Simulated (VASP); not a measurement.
An input for Quantum ESPRESSO's pw.x (written as the equivalent of a VASP run, and not itself run):

```
&CONTROL
  calculation = 'scf'
  pseudo_dir = './pseudo'
  outdir = './out'
  tprnfor = .true.
  tstress = .true.
/
&SYSTEM
  ibrav = 0
  nat = 2
  ntyp = 2
  ecutwfc = 56.6
  occupations = 'smearing'
  smearing = 'gaussian'
  degauss = 0.000735
  input_dft = 'pz'
/
&ELECTRONS
  conv_thr = 7.3e-08
  electron_maxstep = 100
/
ATOMIC_SPECIES
  Ba 137.327 Ba.upf
  S 32.060 S.upf
CELL_PARAMETERS angstrom
     0.0000000    3.2895430    3.2895430
     3.2895430    0.0000000    3.2895430
     3.2895430    3.2895430    0.0000000
ATOMIC_POSITIONS crystal
  Ba   0.0000000  0.0000000  0.0000000
  S    0.5000000  0.5000000  0.5000000
K_POINTS automatic
  9 9 9 0 0 0
```

Task: Write the VASP files for the same calculation (LDA).

Result: This is not unique; one that fits is 
### KPOINTS
```
Automatic mesh
0
Gamma
9 9 9
0 0 0
```

**POSCAR**
```
BaS
4.6521160
  0.0000000000   0.7071068305   0.7071068305
  0.7071068305   0.0000000000   0.7071068305
  0.7071068305   0.7071068305   0.0000000000
Ba S
1 1
Cart
  0.0000000000   0.0000000000   0.0000000000
  0.7071068305   0.7071068305   0.7071068305
```

### INCAR
```
LCHARG = .False.
ALGO = Normal   # blocked Davidson
ISMEAR = 0   # Gaussian
ISIF = 2   # forces and stress, cell fixed
LREAL = .False.   # projection in real space or not
ENCUT = 300
LWAVE = .False.
LASPH = .True.
SYSTEM = BaS
PREC = Accurate
LMAXMIX = 4   # l cut-off of mixed one-centre charges
SIGMA = 0.01
NELM = 100   # most electronic steps
EDIFF = 1E-6
```

POTCAR, in this order: Ba_sv S (LDA.64 set). Program: vasp_std.

The two are equivalent in intent, not identical: the potentials are each code's own (VASP's PAW set, PseudoDojo norm-conserving files in pw.x), so ENCUT and ecutwfc are chosen apart and not converted; conv_thr bounds pw.x's estimated SCF error, while EDIFF bounds the energy change between steps.

The structure comes from a computed database's BaS entry; how it stands against other phases isn't given here. The cell was not relaxed at this level.
